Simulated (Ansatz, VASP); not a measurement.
## Zn (Zinc): VASP beside Ansatz

Wanted: the spread between two codes on one cell, functional and k mesh. The cell is taken from a series of runs on this material, whose earlier steps may have relaxed, scaled, displaced or heated it; both programs get it as it stands.

Method: plane waves, with VASP 6.6.1 beside it; zone-centre phonons at PBEsol, in Ansatz 0.2.0.

**1. Starting point**

Symmetry: P6_3/mmc, No. 194, hexagonal system. Conventional cell: a = 2.619 Å, b = 2.619 Å, c = 4.710 Å, α = 90.00°, β = 90.00°, γ = 120.00°. Nearest to Zn lie 12 Zn at 2.62 to 2.80 Å.

**2. Ansatz: zone-centre phonons, PBEsol**

Ansatz runs on its PAW soft_1 files.

Second derivatives magnify differences that forces hide, and they need a tight electronic threshold.

input.yaml reads:

```yaml
crystal:
  lattice:
    - [2.6192066433, 0.0, 0.0]
    - [-1.3096033216, 2.2682994909, 0.0]
    - [0.0, 0.0, 4.7095979309]
  atoms:
    - { symbol: Zn, position: [0.3333333289, 0.6666666711, 0.25] }
    - { symbol: Zn, position: [0.6666666711, 0.3333333289, 0.75] }
kpoints:
  mp_grid: { grid: [18, 18, 8] }
hamiltonian:
  xc: pbesol
  pseudopotentials: { kind: paw, azcp: { folder: soft_1 }, xc_functional: pbe }
scf:
  occupations: { method: methfessel_paxton, width: 0.2 }
output:
  eigenvalues: true
phonons:
  method: dfpt
```

Started as:

```bash
$ ansatz run input.yaml --threads 4 --pin off --max-ram 10240MiB --backend cpu --events-out ev --progress --plain --runs-dir out
```

Numbers of over 12 decimals in the logs are rounded to 6 here.

What it wrote:

```text
zone centre: on kpoints.mp_grid the ground state, and the responses unless they are solved on pairs of k-points, stand on 455 of the mesh's 2592 k-points, reduced under 4 symmetry operations, with k and −k counted as one. Each operation leaves every solved displacement unchanged or reverses it
Engine: ansatz 0.2.0, aarch64-unknown-linux-gnu
Pseudopotentials: kind: paw
Pseudopotential: Zn, paw, valence charge 12, recommended cutoff 420 eV (normal), soft_1/Zn.paw.azcp
Functional definition: PBEsol
  exchange = pbesol_x
  correlation = pbesol_c
Crystal: 2 atoms, lattice volume = 27.980 Å³
Basis set: ecut = 420 eV, 561 PW (Γ), exchange–correlation on 36×36×64 points (8 copies of the dense FFT grid, shifted against one another)
Bands: 16, of which v1, the nominal top of the filled ones, is band 12 counted from 1 (11 counted from 0)
Symmetry: 24 space group operations
k-points: 455 of 2592 (irreducible under 4 space group operations, time reversal used)
Non-local potential: Zn, projectors of the file, l = 0: 2, l = 1: 2, l = 2: 3, l = 3: 1
PAW form: soft (Blöchl's): semilocal exchange-correlation on the pseudo side does not see the compensation charge
PAW frozen core: Zn, regenerated for the run's functional, and the local potential with it (the file was generated under x = pbe(κ = 0.804, μ = 0.219515), c = pbe(β = 0.066725))
PAW one-centre angular grid: Zn, 590 points (default); XC on 64 Gauss nodes
Initial density: superposition of atomic densities (chi_scale 0.1, normalization cell)
Initial wavefunctions: pseudopotential atomic-orbital guess
Functional: x = pbesol(κ = 0.804, μ = 0.123457), c = pbesol(β = 0.046)
SCF iter   1: F=—  HF=-6562.124587 eV  |F-HF|=—  |Δ(HF+E_count)|=         —  Δρ=7.03e-2  dr2=1.04e0  ethr=3.10e-3  ⟨swp⟩=5.7  Hψ=43005  notcnv=0
preconditioner: auto → none  [metal: Δε(μ)=0.066 eV  Ē_g=12.812 eV  σ=0.200 eV  W_gap=0.28  n_scr=2 (ndim 8)  ℏωp=34.4 eV  f_vac=0.000  D(μ)=0.45/eV (n_scr^D=2)  sad-step TF]
SCF iter   2: F=—  HF=-6561.865757 eV  |F-HF|=—  |Δ(HF+E_count)|=   2.59e-1  S|Δr|=    0.00e0  Δρ=2.49e-2  dr2=8.26e-2  ethr=3.10e-3  ⟨swp⟩=2.0  Hψ=17986  notcnv=0  defer=7
SCF iter   3: F=—  HF=-6561.811717 eV  |F-HF|=—  |Δ(HF+E_count)|=   5.40e-2  S|Δr|=    0.00e0  Δρ=1.11e-2  dr2=2.43e-2  ethr=3.44e-4  ⟨swp⟩=2.0  Hψ=16823  notcnv=0  defer=7
SCF iter   4: F=—  HF=-6561.809452 eV  |F-HF|=—  |Δ(HF+E_count)|=   2.26e-3  S|Δr|=    0.00e0  Δρ=5.37e-3  dr2=2.39e-3  ethr=1.01e-4  ⟨swp⟩=2.1  Hψ=11814  notcnv=0  defer=7
SCF iter   5: F=—  HF=-6561.810454 eV  |F-HF|=—  |Δ(HF+E_count)|=   1.00e-3  S|Δr|=    0.00e0  Δρ=6.18e-4  dr2=3.16e-5  ethr=9.95e-6  ⟨swp⟩=2.0  Hψ=12638  notcnv=0  defer=7
SCF iter   6: F=—  HF=-6561.810464 eV  |F-HF|=—  |Δ(HF+E_count)|=   9.21e-6  S|Δr|=    0.00e0  Δρ=5.61e-5  dr2=3.06e-7  ethr=1.32e-7  ⟨swp⟩=2.0  Hψ=12709  notcnv=0  defer=7
SCF iter   7: F=—  HF=-6561.810464 eV  |F-HF|=—  |Δ(HF+E_count)|=   2.07e-7  S|Δr|=    0.00e0  Δρ=2.43e-6  dr2=8.20e-10  ethr=1.27e-9  ⟨swp⟩=2.0  Hψ=12491  notcnv=0  defer=7
SCF iter   8: F=-6561.810464 eV  HF=-6561.810464 eV  |F-HF|=9.09e-13  |Δ(HF+E_count)|=  2.82e-11  S|Δr|=    0.00e0  Δρ=1.18e-7  dr2=1.52e-12  ethr=1.00e-12  ⟨swp⟩=5.4  Hψ=43671  notcnv=0
SCF 1 converged in 8 iterations: F = -6561.810464 eV  dr2 = 1.52e-12
  greatest PAW one-centre occupation: 0.980 electrons in one spin orbital (limit 2), on the Zn atom at site 1 (counted from 0), in its partial waves of l = 2
DFPT response loops at Γ: preconditioner auto → Kerker (q_TF=auto, 2.659 Å⁻¹) (partly filled bands, converged f_vac=0.000); β = 1.00, the filter's whole step (`scf.mixing.beta` (0.50) is not read by the response loops under this deck's `scf.mixing.preconditioner`; to damp them name `kerker` or `kerker_dos`, under which they read `scf.mixing.beta`, and type it under 1.00, their step now; both keys bind the ground state too); Broyden in place of MSR1
SCF converged after 8 iterations
Stability not checked: this state was not tested for a lower state beside it, because cold or Methfessel-Paxton smearing, or corrected tetrahedra, fill the levels in a way that the test cannot read (fill_not_monotonic; see scf.lower_state_search)
Free energy (F): -6561.810464 eV
Harris-Foulkes:  -6561.810464 eV  (|F-HF|=9.09e-13)
Internal energy: -6561.810606 eV  (E = F + TS)
E sigma→0 (E₀):  -6561.810499 eV
Entropy (-TS):   0.000142 eV (0.071 meV/atom)
Fermi energy:    12.215027 eV
--- Per-component energies (eV) ---
  E_band       = 118.504503
  E_kinetic    = 297.140834
  E_local      = -3405.269717  (includes V_loc(G=0)·N_el)
  E_nonlocal   = 1635.032878
  E_hartree    = 1264.317644
  E_xc         = -157.202297
  E_vxc        = -104.935070  (∫ρ·V_xc dr)
  E_paw        = -3715.534090  (= ΣΔE_a)
  E_vpaw       = -832.099220  (= ΣTr[D̂ρ^β])
  E_aug_tail   = -0.000498  (compensation charges beyond the density's cutoff)
  E_ewald      = -2481.890073
  E_core_change = 1.594712  (= ΣΔE_core)
  E_smearing   = 0.000142  (= −TS)
  E_closure    = -0.000000  (closes the sum)
  Σ components = -6561.810464   (vs F -6561.810464, Δ=0.00e0)
--- Band table (eV; the first three rows and the last of 455) ---
  k-point 0: bands = [... 8 lower, 4.6726, 4.9574, 4.9574, 8.1930, 9.5538, 27.5269, 29.8515, 29.8515]
  k-point 1: bands = [... 8 lower, 4.6892, 4.9506, 4.9506, 7.0973, 10.8778, 25.7180, 29.9592, 29.9592]
  k-point 2: bands = [... 8 lower, 4.7325, 4.9299, 4.9299, 5.7781, 12.9016, 22.9583, 30.2740, 30.2740]
  k-point 454: bands = [... 8 lower, 5.0264, 5.0264, 9.2180, 9.2180, 16.0613, 16.0613, 17.6632, 17.6632]
--- Phonons (Γ-DFPT): 2 representative perturbations + reference, on 455 of 2592 k-points (Σ response iterations 7) ---
  k mesh reduced under 4 symmetry operations, with k and −k counted as one. Each operation leaves every solved displacement unchanged or reverses it
  ASR residual: 3.311e-5 → 0.000e0 eV/Å²; symmetrization residual: 2.817e-10 eV/Å²
  ASR residual per site (eV/Å²): 3.31e-5 3.31e-5
  Γ frequencies (cm⁻¹): 0.00 0.00 0.00 80.93 80.93 167.21
  non-analytic LO–TO correction: not included (Born effective charges unavailable; polar crystals: no LO–TO splitting at Γ)
```

**3. VASP: zone-centre phonons, PBEsol**

The same cell, functional, mesh and smearing now go to VASP, with its own data sets.

Lines of VASP's logs that name or quote its potential files are left out, and so is its time.

INCAR reads:

```
SYSTEM = Zn
PREC = Accurate
ENCUT = 500
EDIFF = 1E-08
NELM = 120
ISMEAR = 1
SIGMA = 0.2
LREAL = .FALSE.
ALGO = Normal
GGA = PS
NBANDS = 18
LORBIT = 11
LWAVE = .FALSE.
LCHARG = .FALSE.
ISIF = 2
IBRION = 8
LASPH = .TRUE.
GGA_COMPAT = .FALSE.
KPAR = 2
```

POSCAR reads:

```
Zn
1.0
    2.6192066433      0.0000000000      0.0000000000
   -1.3096033216      2.2682994909      0.0000000000
    0.0000000000      0.0000000000      4.7095979309
Zn
2
Direct
    0.3333333289      0.6666666711      0.2500000000
    0.6666666711      0.3333333289      0.7500000000
```

KPOINTS reads:

```
Automatic mesh
0
Gamma
18 18 8
0 0 0
```

PAW data sets: Zn (PBE family, release 64).

Started as:

```bash
$ mpirun -np 2 vasp_std
```

What it wrote:

```text
[banner, memory and clock lines left out]
running    2 mpi-ranks, on    1 nodes
 distrk:  each k-point on    1 cores,    2 groups
 distr:  one band on    1 cores,    1 groups

 POSCAR found type information on POSCAR Zn
 POSCAR found :  1 types and       2 ions
|                                                                             |
|               ----> ADVICE to this user running VASP <----                  |
|                                                                             |
|     You enforced a specific xc type in the INCAR file but a different       |
|     [... a line on the potential file left out ...]
|     I HOPE YOU KNOW WHAT YOU ARE DOING!                                     |
|                                                                             |

 LDA part: xc-table for (Slater+PW92), standard interpolation
 POSCAR, INCAR and KPOINTS ok, starting setup
 FFT: planning ... GRIDC
 FFT: planning ... GRID_SOFT
 FFT: planning ... GRID
 WAVECAR not read
 entering main loop
       N       E                     dE             d eps       ncg     rms          rms(c)
DAV:   1     0.103603139634E+03    0.10360E+03   -0.12264E+04  6940   0.210E+03
DAV:   2     0.459631105979E+00   -0.10314E+03   -0.10019E+03  6680   0.292E+02
DAV:   3    -0.348739306244E+01   -0.39470E+01   -0.39317E+01  7500   0.656E+01
DAV:   4    -0.350693782414E+01   -0.19545E-01   -0.19539E-01  7426   0.462E+00
DAV:   5    -0.350696182567E+01   -0.24002E-04   -0.24002E-04  7138   0.145E-01    0.494E+00
DAV:   6    -0.318953290503E+01    0.31743E+00   -0.13288E+00  7158   0.255E+01    0.349E+00
DAV:   7    -0.317360167870E+01    0.15931E-01   -0.47545E-02  8540   0.391E+00    0.181E+00
DAV:   8    -0.316585486177E+01    0.77468E-02   -0.20342E-03  9010   0.688E-01    0.561E-02
DAV:   9    -0.316580816397E+01    0.46698E-04   -0.22717E-04  9160   0.216E-01    0.316E-02
DAV:  10    -0.316581267603E+01   -0.45121E-05   -0.21913E-05  6894   0.423E-02    0.300E-03
DAV:  11    -0.316581253257E+01    0.14346E-06   -0.49354E-07  7408   0.110E-02    0.213E-03
DAV:  12    -0.316581224544E+01    0.28713E-06   -0.19336E-08  5186   0.304E-03    0.480E-04
DAV:  13    -0.316581226153E+01   -0.16085E-07   -0.63278E-09  3786   0.107E-03    0.477E-05
DAV:  14    -0.316581226132E+01    0.20964E-09   -0.11461E-09  3548   0.376E-04
   1 F= -.31658123E+01 E0= -.31658558E+01  d E =0.130559E-03
 Linear response reoptimize wavefunctions to high precision
DAV:   1    -0.316581226351E+01   -0.21955E-08   -0.13841E-10  3580   0.214E-04
DAV:   2    -0.316581226353E+01   -0.18190E-10   -0.20569E-11  3494   0.411E-05
 Linear response DOF=           2
 Linear response progress:
  Degree of freedom:   1/  2
       N       E                     dE             d eps       ncg     rms          rms(c)
RMM:   1    -0.200688937893E+00   -0.20069E+00   -0.47323E-03 40468   0.178E+00
RMM:   2    -0.200278943181E+00    0.40999E-03   -0.65702E-04 42424   0.302E-01    0.494E-02
RMM:   3    -0.199860505000E+00    0.41844E-03   -0.42507E-05 52546   0.536E-02    0.281E-02
RMM:   4    -0.199416305713E+00    0.44420E-03   -0.38998E-05 51352   0.490E-02    0.256E-03
RMM:   5    -0.199427589845E+00   -0.11284E-04   -0.48433E-07 54504   0.457E-03    0.135E-03
RMM:   6    -0.199423147171E+00    0.44427E-05   -0.38510E-08 54166   0.139E-03    0.169E-04
RMM:   7    -0.199424056073E+00   -0.90890E-06    0.31102E-09 54185   0.339E-04    0.452E-05
RMM:   8    -0.199423486393E+00    0.56968E-06   -0.12114E-08 54784   0.922E-05    0.674E-06
RMM:   9    -0.199423354552E+00    0.13184E-06    0.85824E-10 54148   0.363E-05    0.161E-06
RMM:  10    -0.199423370858E+00   -0.16306E-07    0.39945E-09 49723   0.197E-05    0.442E-07
RMM:  11    -0.199423377867E+00   -0.70087E-08    0.77530E-10 45255   0.156E-05    0.148E-07
 first order change of Fermi-energy  -0.14426E-04
 force on displaced ion       1 direction 1 :  -0.824   0.000   0.000
 Linear response progress:
  Degree of freedom:   2/  2
       N       E                     dE             d eps       ncg     rms          rms(c)
RMM:   1    -0.224380373570E+00   -0.22438E+00   -0.74289E-03 13456   0.204E+00
RMM:   2    -0.221107340562E+00    0.32730E-02   -0.17660E-03 13380   0.556E-01    0.523E-02
RMM:   3    -0.221041667101E+00    0.65673E-04   -0.18312E-04 16946   0.781E-02    0.300E-02
RMM:   4    -0.220938177179E+00    0.10349E-03   -0.13085E-04 16928   0.343E-02    0.452E-03
RMM:   5    -0.220919103887E+00    0.19073E-04   -0.39413E-05 17456   0.615E-03    0.140E-03
RMM:   6    -0.220915948652E+00    0.31552E-05   -0.10265E-05 17469   0.162E-03    0.298E-04
RMM:   7    -0.220915759586E+00    0.18907E-06   -0.19356E-06 16666   0.525E-04    0.651E-05
RMM:   8    -0.220915350705E+00    0.40888E-06   -0.72941E-07 15763   0.148E-04    0.372E-05
RMM:   9    -0.220914635360E+00    0.71535E-06   -0.18563E-07 17524   0.667E-05    0.450E-06
RMM:  10    -0.220914664052E+00   -0.28692E-07   -0.10736E-07 17118   0.258E-05    0.106E-06
RMM:  11    -0.220914656024E+00    0.80279E-08   -0.29012E-08 13968   0.150E-05    0.449E-07
 first order change of Fermi-energy  -0.34266E-05
 force on displaced ion       1 direction 3 :  -0.000   0.000  -3.435
 Linear response finished
```

Parts of OUTCAR (step 3):

```text
ion  position               nearest neighbor table
   1  0.333  0.667  0.250-   2 2.80   2 2.80   2 2.80   2 2.80   2 2.80   2 2.80
   2  0.667  0.333  0.750-   1 2.80   1 2.80   1 2.80   1 2.80   1 2.80   1 2.80

  LATTYP: Found a hexagonal cell.
 ALAT       =     2.6192066433
 C/A-ratio  =     1.7981009413

 Subroutine GETGRP returns: Found 24 space group operations
 (whereof 12 operations were pure point group operations)

The static configuration has the point symmetry D_3d.
 The point group associated with its full space group is D_6h.

 Found    185 irreducible k-points:

   k-points           NKPTS =    185   k-points in BZ     NKDIM =    185   number of bands    NBANDS=     18

   dimension x,y,z NGX =    20 NGY =   20 NGZ =   36
   dimension x,y,z NGXF=    40 NGYF=   40 NGZF=   72

   ENCUT  =  500.0 eV  36.75 Ry    6.06 a.u.   4.78  4.78  8.59*2*pi/ulx,y,z

   NELECT =      24.0000    total number of electrons

 k-points in reciprocal lattice and weights: Automatic mesh
   0.00000000  0.00000000  0.00000000       0.000
   0.05555556  0.00000000  0.00000000       0.002
   0.11111111  0.00000000  0.00000000       0.002
   0.16666667 -0.00000000  0.00000000       0.002
   0.22222222 -0.00000000  0.00000000       0.002
   0.27777778 -0.00000000  0.00000000       0.002
   0.33333333  0.00000000  0.00000000       0.002
   0.38888889 -0.00000000  0.00000000       0.002
   0.44444444 -0.00000000  0.00000000       0.002
[...]
0.33333333  0.27777778  0.50000000       0.005
   0.33333333  0.33333333  0.50000000       0.001

 average (electrostatic) potential at core
       1 -36.3065       2 -36.3065

  Total        0.0989386      0.0989386      0.4040912      0.0000000     -0.0000000      0.0000000
  in kB        5.6652909      5.6652909     23.1385433      0.0000000     -0.0000000      0.0000000
  external PRESSURE =      11.4897084 kB  Pullay stress =       0.0000000 kB

  energy-cutoff  :      500.00
  volume of cell :       27.98
      direct lattice vectors                 reciprocal lattice vectors
     2.619206643  0.000000000  0.000000000     0.381795000  0.220429446  0.000000000
    -1.309603322  2.268299491  0.000000000     0.000000000  0.440858892  0.000000000
     0.000000000  0.000000000  4.709597931     0.000000000  0.000000000  0.212332351

 POSITION                                       TOTAL-FORCE (eV/Angst)
 -----------------------------------------------------------------------------------
     -0.00000      1.51220      1.17740         0.000000      0.000000      0.000000
      1.30960      0.75610      3.53220        -0.000000      0.000000      0.000000
 -----------------------------------------------------------------------------------
    total drift:                               -0.000001      0.000000      0.000000

 Eigenvectors and eigenvalues of the dynamical matrix
 ----------------------------------------------------

   1 f  =    5.067315 THz    31.838881 2PiTHz  169.027446 cm-1    20.956723 meV
             X         Y         Z           dx          dy          dz
     -0.000000  1.512200  1.177399     0.000000    0.000000    0.707107
      1.309603  0.756100  3.532198     0.000000    0.000000   -0.707107

   2 f  =    2.481357 THz    15.590826 2PiTHz   82.769162 cm-1    10.262064 meV
             X         Y         Z           dx          dy          dz
     -0.000000  1.512200  1.177399     0.301567    0.639576   -0.000000
      1.309603  0.756100  3.532198    -0.301567   -0.639576   -0.000000

   3 f  =    2.481357 THz    15.590826 2PiTHz   82.769162 cm-1    10.262064 meV
             X         Y         Z           dx          dy          dz
     -0.000000  1.512200  1.177399     0.639576   -0.301567    0.000000
      1.309603  0.756100  3.532198    -0.639576    0.301567    0.000000

   4 f/i=    0.000000 THz     0.000000 2PiTHz    0.000001 cm-1     0.000000 meV
             X         Y         Z           dx          dy          dz
     -0.000000  1.512200  1.177399     0.703572    0.069682    0.011452
      1.309603  0.756100  3.532198     0.703572    0.069682    0.011452

   5 f/i=    0.000000 THz     0.000000 2PiTHz    0.000002 cm-1     0.000000 meV
             X         Y         Z           dx          dy          dz
     -0.000000  1.512200  1.177399    -0.070117    0.675728    0.196151
      1.309603  0.756100  3.532198    -0.070117    0.675728    0.196151

   6 f/i=    0.000000 THz     0.000000 2PiTHz    0.000003 cm-1     0.000000 meV
             X         Y         Z           dx          dy          dz
     -0.000000  1.512200  1.177399    -0.008386    0.196306   -0.679260
      1.309603  0.756100  3.532198    -0.008386    0.196306   -0.679260

 ELASTIC MODULI CONTR FROM IONIC RELAXATION (kBar)
 Direction    XX          YY          ZZ          XY          YZ          ZX
 --------------------------------------------------------------------------------
 XX          -0.0045      0.0045      0.0000     -0.0000     -0.0000      0.0000
 YY           0.0045     -0.0045     -0.0000     -0.0000      0.0000     -0.0000
 ZZ           0.0000     -0.0000     -0.0000      0.0000      0.0000     -0.0000
 XY          -0.0000     -0.0000      0.0000     -0.0045     -0.0000      0.0000
 YZ          -0.0000      0.0000      0.0000     -0.0000     -0.0000      0.0000
 ZX           0.0000     -0.0000     -0.0000      0.0000      0.0000     -0.0000
 --------------------------------------------------------------------------------
```

**4. Differences**

Known differences besides the potentials themselves: the cutoff is 420 eV in Ansatz and 500 eV in VASP; Ansatz makes its cores anew for this functional, VASP keeps those of its PBE data sets. Total energies have different zeros and are not compared.

Both answers:

| quantity | Ansatz | VASP | difference |
| --- | --- | --- | --- |
| optical mode 1 to 2 (cm⁻¹) | 80.9 | 82.8 | -2.22 % |
| optical mode 3 (cm⁻¹) | 167.2 | 169.0 | -1.08 % |

Modes are paired by rising frequency, not by their patterns, so a pair may set unlike modes beside each other; they are those without the splitting of longitudinal modes.

**5. Outcome**

```json
{"r.m.s. difference of the optical zone-centre modes, each program's sorted by frequency (zone-centre phonons, PBEsol)": "1.8 cm⁻¹", "difference in optical mode 1 to 2 (zone-centre phonons, PBEsol)": "-2.2 %"}
```

**Reading.** The r.m.s. difference of the optical zone-centre modes, each program's sorted by frequency is 1.8 cm⁻¹ (zone-centre phonons, PBEsol). Among the rows given in per cent, the largest difference of the zone-centre phonons, PBEsol pair is in optical mode 1 to 2, -2.2 %. Such differences can come from data sets, numerical settings and the points named under the comparisons, not from the functional's error against experiment.

[Lines on the potential files, build, host, timing and source positions are cut from VASP's logs without a mark.]

[Logs are printed without paths, hosts, clocks, repeated set-up lines and the standing remarks that a program may print on its own settings, such as how far it seeks lower states.]

[Hosts, paths, dates, database ids (printed as entryN), source tags and the programs' standing remarks are cut or masked in the printed files.]
